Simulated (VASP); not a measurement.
Calculation: vdW-DF2, VASP's PBE PAW potentials (set 64) (plane waves; VASP).

VASP input:

### POSCAR
```
GdN
1
    0.0000000000     2.5861348797     2.5861348797
    2.5861348797     0.0000000000     2.5861348797
    2.5861348797     2.5861348797     0.0000000000
Gd N
1 1
Direct
  0.0000000000   0.0000000000   0.0000000000
  0.5000000000   0.5000000000   0.5000000000
```

**INCAR**
```
SYSTEM = GdN
PREC = Accurate; ENCUT = 520; LREAL = .False.
LASPH = .True.
EDIFF = 1E-7; NELM = 100; ALGO = Normal
LMAXMIX = 6
ISMEAR = 0; SIGMA = 0.05
GGA = ML; LUSE_VDW = .True.; AGGAC = 0.0
ZAB_VDW = -1.8867
ISIF = 2
LWAVE = .False.; LCHARG = .False.
```

KPOINTS:
```
Automatic
0
Gamma
9 9 9
```

POTCAR, in this order: Gd_3 N (PBE.64 set). Program: vasp_std.

What VASP printed:

**OSZICAR**
```
       N       E                     dE             d eps       ncg     rms          rms(c)
DAV:   1     0.488406664040E+02    0.48841E+02   -0.67190E+03   770   0.116E+03
DAV:   2    -0.120596464911E+02   -0.60900E+02   -0.56791E+02  1073   0.229E+02
DAV:   3    -0.150038683546E+02   -0.29442E+01   -0.29158E+01  1008   0.422E+01
DAV:   4    -0.150434279251E+02   -0.39560E-01   -0.39526E-01   990   0.483E+00
DAV:   5    -0.150440966881E+02   -0.66876E-03   -0.66857E-03  1104   0.498E-01    0.203E+01
DAV:   6    -0.119868038171E+02    0.30573E+01   -0.32243E+01   917   0.317E+01    0.210E+01
DAV:   7    -0.115836435207E+02    0.40316E+00   -0.28825E+00   889   0.104E+01    0.150E+01
DAV:   8    -0.116218996464E+02   -0.38256E-01   -0.37924E-01   837   0.628E+00    0.102E+01
DAV:   9    -0.115978162982E+02    0.24083E-01   -0.45896E-02   887   0.228E+00    0.613E-01
DAV:  10    -0.115991446508E+02   -0.13284E-02   -0.73282E-03  1097   0.529E-01    0.100E+00
DAV:  11    -0.115992596419E+02   -0.11499E-03   -0.30897E-03   882   0.427E-01    0.390E-02
DAV:  12    -0.115992545192E+02    0.51227E-05   -0.71563E-05  1013   0.768E-02    0.196E-02
DAV:  13    -0.115992789086E+02   -0.24389E-04   -0.81372E-05   863   0.838E-02    0.901E-03
DAV:  14    -0.115992817269E+02   -0.28183E-05   -0.47611E-06   939   0.221E-02    0.134E-02
DAV:  15    -0.115992816424E+02    0.84469E-07   -0.39471E-06   866   0.157E-02    0.175E-03
DAV:  16    -0.115992813575E+02    0.28491E-06   -0.14582E-07   938   0.411E-03    0.549E-04
DAV:  17    -0.115992812829E+02    0.74577E-07   -0.55333E-08   831   0.230E-03
   1 F= -.11599281E+02 E0= -.11599281E+02  d E =-.196766E-08
```

OUTCAR:
```
------------------------ aborting loop because EDIFF is reached ----------------------------------------
  FORCE on cell =-STRESS in cart. coord.  units (eV):
  Direction    XX          YY          ZZ          XY          YZ          ZX
  --------------------------------------------------------------------------------------
  Total       -1.5976182     -1.5976182     -1.5976182      0.0000000     -0.0000000      0.0000000
  in kB      -73.9946055    -73.9946055    -73.9946055      0.0000000     -0.0000000      0.0000000
  external PRESSURE =     -73.9946055 kB  Pullay stress =       0.0000000 kB
  volume of cell :       34.59
      direct lattice vectors                 reciprocal lattice vectors
     0.000000000  2.586134880  2.586134880    -0.193338717  0.193338717  0.193338717
     2.586134880  0.000000000  2.586134880     0.193338717 -0.193338717  0.193338717
     2.586134880  2.586134880  0.000000000     0.193338717  0.193338717 -0.193338717
 POSITION                                       TOTAL-FORCE (eV/Angst)
 -----------------------------------------------------------------------------------
      0.00000      0.00000      0.00000        -0.000000     -0.000000      0.000000
      2.58613      2.58613      2.58613         0.000000      0.000000     -0.000000
 -----------------------------------------------------------------------------------
    total drift:                                0.000000      0.000000      0.000000
  FREE ENERGIE OF THE ION-ELECTRON SYSTEM (eV)
  ---------------------------------------------------
  free  energy   TOTEN  =       -11.5992812829 eV

  energy  without entropy=      -11.5992812810  energy(sigma->0) =      -11.59928128
```
(Selected blocks of OUTCAR.)

The 4f electrons are frozen in the core of the lanthanide potential, so 4f levels, which can set the real gap, and their magnetism are missing.

The compound is GdN in the rock salt structure. This cell is one point of a volume scan, at 1.06 of the reference volume.
